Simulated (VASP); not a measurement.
The system is Sn2C.

```
CELL_PARAMETERS angstrom
2.29399 -2.39390 0.00000
2.29399 2.39390 0.00000
0.00000 0.00000 6.51616
ATOMIC_POSITIONS crystal
Sn 0.50000 0.50000 0.19108
Sn 0.50000 0.50000 0.80892
C 0.00000 0.00000 0.50000
```

The cell was built by a generator and needn't be a form met in nature.

| Quantity | Value |
| --- | --- |
| Program | VASP 6.6.1 |
| Task | relaxation of cell and atoms |
| Functional | PBE |
| Potentials or basis | VASP PAW PBE potentials, release 64 (Sn_d, C) |
| Cutoff | 520 eV |
| k mesh | 6 × 6 × 3 |
| Occupations | gaussian, width 0.15 eV |
| Spin | no spin polarisation |

At the start: pressure -1.4 GPa; volume 23.86 Å³/atom.

How do energy, volume and symmetry change on relaxing?

Over 14 steps the energy falls by 818.4 meV/atom and the volume is 22.62 Å³/atom (-5.2 %); space group Cmmm (No. 65, to 0.05 Å).

Step by step:
```csv
step,energy change (eV),largest force (eV/Å),pressure (GPa),volume (Å³)
1,0.0000,5.5322,-1.43,71.57
2,-1.6304,1.4785,-5.38,69.06
3,-1.7997,1.2190,-5.04,68.33
4,-2.0072,0.9043,-1.45,66.77
5,-1.7412,0.2206,12.96,63.27
6,-2.0590,0.7939,0.66,66.14
7,-2.0770,0.6573,0.80,65.83
8,-2.3860,0.5567,0.89,66.78
9,-1.5973,4.4359,6.00,67.94
10,-2.4361,0.2809,0.34,67.08
11,-2.4531,0.0316,0.41,67.28
12,-2.4534,0.1277,0.42,67.32
13,-2.4549,0.0871,-1.13,68.13
14,-2.4552,0.0224,-0.14,67.86
```

Final structure:
```cif
data_structure
_symmetry_space_group_name_H-M 'P 1'
_symmetry_Int_Tables_number 1
_cell_length_a 3.1560
_cell_length_b 3.1560
_cell_length_c 6.8539
_cell_angle_alpha 90.000
_cell_angle_beta 90.000
_cell_angle_gamma 96.256
_cell_volume 67.86
loop_
_atom_site_label
_atom_site_type_symbol
_atom_site_fract_x
_atom_site_fract_y
_atom_site_fract_z
_atom_site_occupancy
Sn1 Sn 0.50000 0.50000 0.28501 1
Sn2 Sn 0.50000 0.50000 0.71499 1
C1 C 0.00000 0.00000 0.50000 1
```

Caveat: this functional lacks dispersion, which binds the layers, so the pressure and a relaxed spacing across them are unreliable.
